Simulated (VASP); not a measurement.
All values below come from PBE GGA with D3 dispersion (zero damping), VASP's PBE PAW potentials (set 64) (plane waves; VASP).

VASP input:

KPOINTS:
```
Automatic mesh
0
Gamma
10 10 10
0 0 0
```

POSCAR:
```
GaSb
1
    0.0000000000     3.0556096868     3.0556096868
    3.0556096868     0.0000000000     3.0556096868
    3.0556096868     3.0556096868     0.0000000000
Ga Sb
1 1
Direct
  0.0000000000   0.0000000000   0.0000000000
  0.2500000000   0.2500000000   0.2500000000
```

### INCAR
```
GGA = PE
LMAXMIX = 4
LCHARG = .FALSE.
PREC = Accurate
ISMEAR = 1
NELM = 100   # most electronic steps
ENCUT = 520   # plane-wave cut-off (eV)
SYSTEM = GaSb
LWAVE = .FALSE.
ALGO = Normal   # blocked Davidson
EDIFF = 1E-7   # SCF stop (eV)
SIGMA = 0.1   # width (eV)
LASPH = .TRUE.
LREAL = .FALSE.   # projection in real space or not
ISIF = 2
IVDW = 11   # D3, zero damping
```

POTCAR, in this order: Ga_d Sb (PBE.64 set). Program: vasp_std.

Output

**OUTCAR**
```
 ion  position               nearest neighbor table
   1  0.000  0.000  0.000-   2 2.65   2 2.65   2 2.65   2 2.65
   2  0.250  0.250  0.250-   1 2.65   1 2.65   1 2.65   1 2.65
  LATTYP: Found a face centered cubic cell.
 ALAT       =     6.1112193736
 Subroutine PRICEL returns:
 Original cell was already a primitive cell.
 Subroutine GETGRP returns: Found 24 space group operations
The static configuration has the point symmetry T_d .
The dynamic configuration has the point symmetry T_d .
 Subroutine INISYM returns: Found 24 space group operations
 Subroutine IBZKPT returns following result:
 Found     47 irreducible k-points:

 Following reciprocal coordinates:
            Coordinates               Weight
  0.000000  0.000000  0.000000      1.000000
  0.100000  0.000000  0.000000      8.000000
  0.200000  0.000000  0.000000      8.000000
  0.300000  0.000000  0.000000      8.000000
  0.400000  0.000000  0.000000      8.000000
  0.500000  0.000000  0.000000      4.000000
  0.100000  0.100000  0.000000      6.000000
  0.200000  0.100000  0.000000     24.000000
  0.300000  0.100000  0.000000     24.000000
  0.400000  0.100000  0.000000     24.000000
  0.500000  0.100000  0.000000     24.000000
 -0.400000  0.100000  0.000000     24.000000
 -0.300000  0.100000  0.000000     24.000000
 -0.200000  0.100000  0.000000     24.000000
 -0.100000  0.100000  0.000000     12.000000
  0.200000  0.200000  0.000000      6.000000
  0.300000  0.200000  0.000000     24.000000
  0.400000  0.200000  0.000000     24.000000
  0.500000  0.200000  0.000000     24.000000
 -0.400000  0.200000  0.000000     24.000000
 -0.300000  0.200000  0.000000     24.000000
 -0.200000  0.200000  0.000000     12.000000
  0.300000  0.300000  0.000000      6.000000
  0.400000  0.300000  0.000000     24.000000
...
```

**OSZICAR**
```
       N       E                     dE             d eps       ncg     rms          rms(c)
DAV:   1     0.795554721919E+02    0.79555E+02   -0.88985E+03  1238   0.171E+03
DAV:   2    -0.139355353852E+01   -0.80949E+02   -0.78654E+02  1327   0.323E+02
DAV:   3    -0.729633038904E+01   -0.59028E+01   -0.58357E+01  1537   0.739E+01
DAV:   4    -0.740029605463E+01   -0.10397E+00   -0.10392E+00  1374   0.110E+01
DAV:   5    -0.740322913641E+01   -0.29331E-02   -0.29330E-02  1599   0.164E+00    0.320E+00
DAV:   6    -0.735983856896E+01    0.43391E-01   -0.71988E-02  1750   0.479E+00    0.193E+00
DAV:   7    -0.734680634459E+01    0.13032E-01   -0.43520E-02  1412   0.197E+00    0.342E-01
DAV:   8    -0.734773042394E+01   -0.92408E-03   -0.47788E-03  1509   0.974E-01    0.777E-02
DAV:   9    -0.734821209169E+01   -0.48167E-03   -0.75927E-04  1330   0.241E-01    0.360E-02
DAV:  10    -0.734823810396E+01   -0.26012E-04   -0.42877E-05  1533   0.487E-02    0.970E-03
DAV:  11    -0.734826026928E+01   -0.22165E-04   -0.34910E-05  1307   0.484E-02    0.377E-03
DAV:  12    -0.734826107515E+01   -0.80587E-06   -0.12368E-06  1480   0.103E-02    0.909E-04
DAV:  13    -0.734826107926E+01   -0.41127E-08   -0.82096E-08  1049   0.225E-03
   1 F= -.78008651E+01 E0= -.78008589E+01  d E =-.188276E-04
```

File OUTCAR:
```
------------------------ aborting loop because EDIFF is reached ----------------------------------------
 Edisp (eV)   -0.45260
  FORCE on cell =-STRESS in cart. coord.  units (eV):
  Direction    XX          YY          ZZ          XY          YZ          ZX
  --------------------------------------------------------------------------------------
  Total       0.54080     0.54080     0.54080     0.00000     0.00000    -0.00000
  in kB      15.18524    15.18524    15.18524     0.00000     0.00000    -0.00000
  external pressure =       15.19 kB  Pullay stress =        0.00 kB
  volume of cell :       57.06
      direct lattice vectors                 reciprocal lattice vectors
     0.000000000  3.055609687  3.055609687    -0.163633465  0.163633465  0.163633465
     3.055609687  0.000000000  3.055609687     0.163633465 -0.163633465  0.163633465
     3.055609687  3.055609687  0.000000000     0.163633465  0.163633465 -0.163633465
  FREE ENERGIE OF THE ION-ELECTRON SYSTEM (eV)
  ---------------------------------------------------
  free  energy   TOTEN  =        -7.8008651377 eV

  energy  without entropy=       -7.8008463101  energy(sigma->0) =       -7.80085886
```
(Selected blocks of OUTCAR.)

**OUTCAR**
```
 val. band max:        4.9036317189   @ k =   0.0000   0.0000   0.0000

 cond. band min:       4.9637794009   @ k =   0.0000   0.0000   0.0000


 Fermi energy:         4.9487761413

 k-point     1 :       0.0000    0.0000    0.0000
  band No.  band energies     occupation
      1     -10.1368      2.00000
      2     -10.1368      2.00000
      3     -10.1368      2.00000
      4     -10.0866      2.00000
      5     -10.0866      2.00000
      6      -6.5959      2.00000
      7       4.9036      1.68457
      8       4.9036      1.68455
      9       4.9036      1.68455
     10       4.9638      0.74921
     11       7.6790      0.00000
     12       7.6790      0.00000
     13       7.6790      0.00000

 k-point     2 :       0.1000    0.0000    0.0000
  band No.  band energies     occupation
      1     -10.1396      2.00000
      2     -10.1356      2.00000
      3     -10.1356      2.00000
      4     -10.0867      2.00000
      5     -10.0867      2.00000
      6      -6.4927      2.00000
      7       3.3216      2.00000
      8       4.7307      2.00855
      9       4.7307      2.00855
     10       5.8931     -0.00000
     11       7.9157      0.00000
     12       7.9157      0.00000
     13       8.0782      0.00000

 k-point     3 :       0.2000    0.0000    0.0000
  band No.  band energies     occupation
      1     -10.1467      2.00000
      2     -10.1326      2.00000
      3     -10.1326      2.00000
      4     -10.0870      2.00000
      5     -10.0870      2.00000
      6      -6.1923      2.00000
      7       1.6535      2.00000
      8       4.3754      2.00000
      9       4.3754      2.00000
     10       5.8552     -0.00000
     11       8.3704      0.00000
     12       8.3704      0.00000
     13       9.3477      0.00000

 k-point     4 :       0.3000    0.0000    0.0000
  band No.  band energies     occupation
      1     -10.1553      2.00000
      2     -10.1292      2.00000
      3     -10.1292      2.00000
...
```

Unless said otherwise, spin-orbit coupling is left out, though it shifts the bands of the heavy elements here.

The compound is GaSb in the zinc blende structure. This cell is one point of a volume scan, at 0.97 of the reference volume.
